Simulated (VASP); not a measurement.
The input files of a VASP run:

**KPOINTS**
```
Automatic mesh
0
Gamma
9 9 9
0 0 0
```

INCAR:
```
# general
SYSTEM  = Ba
PREC    = Accurate
ENCUT   = 400   # plane-wave cut-off (eV)
LREAL   = .FALSE.   # projection in real space or not
LASPH   = .TRUE.

# electronic loop
EDIFF   = 1E-6   # SCF stop (eV)
NELM    = 100   # most electronic steps
ALGO    = Normal   # blocked Davidson
LMAXMIX = 4   # l cut-off of mixed one-centre charges
LMIXTAU = .TRUE.

# smearing
ISMEAR  = 1
SIGMA   = 0.1

# functional
METAGGA = R2SCAN

# ions
IBRION  = 2   # conjugate gradients
NSW     = 60
ISIF    = 3   # ions, shape and volume
EDIFFG  = -0.01   # ionic stop

# output
LWAVE   = .FALSE.
LCHARG  = .FALSE.
```

**POSCAR**
```
Ba
1
    0.0000000000     3.2222907715     3.2222907715
    3.2222907715     0.0000000000     3.2222907715
    3.2222907715     3.2222907715     0.0000000000
Ba
1
Direct
  0.0000000000   0.0000000000   0.0000000000
```

POTCAR, in this order: Ba_sv (PBE.64 set). Program: vasp_std.

**Question.** Translate this r2SCAN calculation to Ansatz.

**Answer.** One equivalent input (not run):
Ansatz 0.2 input:
```yaml
crystal:
  lattice:
    - [0.0000000, 3.2222908, 3.2222908]
    - [3.2222908, 0.0000000, 3.2222908]
    - [3.2222908, 3.2222908, 0.0000000]
  atoms:
    - { symbol: Ba, position: [0.0000000, 0.0000000, 0.0000000] }
kpoints:
  mp_grid: { grid: [9, 9, 9] }
hamiltonian:
  xc: r2scan
  pseudopotentials: { kind: paw }
scf:
  occupations: { method: methfessel_paxton, width: 0.1 }
  max_iter: 100
relax:
  max_steps: 60
  f_tol: 0.01
  cell: {}
output: { forces: true, stress: true, eigenvalues: true }
```
Limits of the translation: each code has its own PAW files, so the cut-off isn't converted (ENCUT is set for VASP's; basis.ecutwfc is left out, and Ansatz then takes the one that its files recommend); Ansatz stops its SCF on the density residual and VASP on the energy change (EDIFF).

The structure was generated: Ba was put into the fcc type (Fm-3m), which need not be its known phase. It was relaxed first, which changed the volume by +6 %. The start is the result of an earlier pass.
